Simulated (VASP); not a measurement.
An input for Quantum ESPRESSO's pw.x (written as the equivalent of a VASP run, and not itself run):

```
&CONTROL
  calculation = 'vc-relax'
  pseudo_dir = './pseudo'
  outdir = './out'
  tprnfor = .true.
  tstress = .true.
  nstep = 40
  forc_conv_thr = 0.00078
/
&SYSTEM
  ibrav = 0
  nat = 2
  ntyp = 2
  ecutwfc = 86
  occupations = 'smearing'
  smearing = 'gaussian'
  degauss = 0.003675
  input_dft = 'pbe'
/
&ELECTRONS
  conv_thr = 7.3e-08
  electron_maxstep = 100
/
&IONS
/
&CELL
  press = 450
/
ATOMIC_SPECIES
  Zn 65.380 Zn.upf
  Se 78.971 Se.upf
CELL_PARAMETERS angstrom
     0.0000000    2.6139270    2.6139270
     2.6139270    0.0000000    2.6139270
     2.6139270    2.6139270    0.0000000
ATOMIC_POSITIONS crystal
  Zn   0.0000000  0.0000000  0.0000000
  Se   0.2500000  0.2500000  0.2500000
K_POINTS automatic
  9 9 9 0 0 0
```

Question: Write the VASP files for the same calculation (PBE).

Answer: Several could match; the one computed here: 
INCAR:
```
# general
SYSTEM =ZnSe
PREC   =Accurate
ENCUT  =500
LREAL  =.False.
LASPH  =.True.

# electronic loop
EDIFF  =1E-6
NELM   =100
ALGO   =Normal
LMAXMIX=4   # l cut-off of mixed one-centre charges

# smearing
ISMEAR =0
SIGMA  =0.05   # width (eV)

# functional
GGA    =PE

# ions
IBRION =2
NSW    =40   # most ionic steps
ISIF   =3
EDIFFG =-0.02
PSTRESS=450

# output
LWAVE  =.False.
LCHARG =.False.
```

### POSCAR
```
ZnSe
1.0
  0.0000000000   2.6139269752   2.6139269752
  2.6139269752   0.0000000000   2.6139269752
  2.6139269752   2.6139269752   0.0000000000
Zn Se
1 1
Direct
  0.0000000000   0.0000000000   0.0000000000
  0.2500000000   0.2500000000   0.2500000000
```

**KPOINTS**
```
K-points
0
G
 9 9 9
0 0 0
```

POTCAR, in this order: Zn Se (PBE.64 set). Program: vasp_std.

What does not carry over: the potentials are each code's own (VASP's PAW set, PseudoDojo norm-conserving files in pw.x), so ENCUT and ecutwfc are chosen apart and not converted; conv_thr bounds pw.x's estimated SCF error, while EDIFF bounds the energy change between steps; forc_conv_thr acts on force components and is met together with etot_conv_thr.

The compound is ZnSe in the zinc blende structure. This run relaxes it under an external pressure of 45 GPa. Symmetry was kept, so distortions that lower it aren't found.
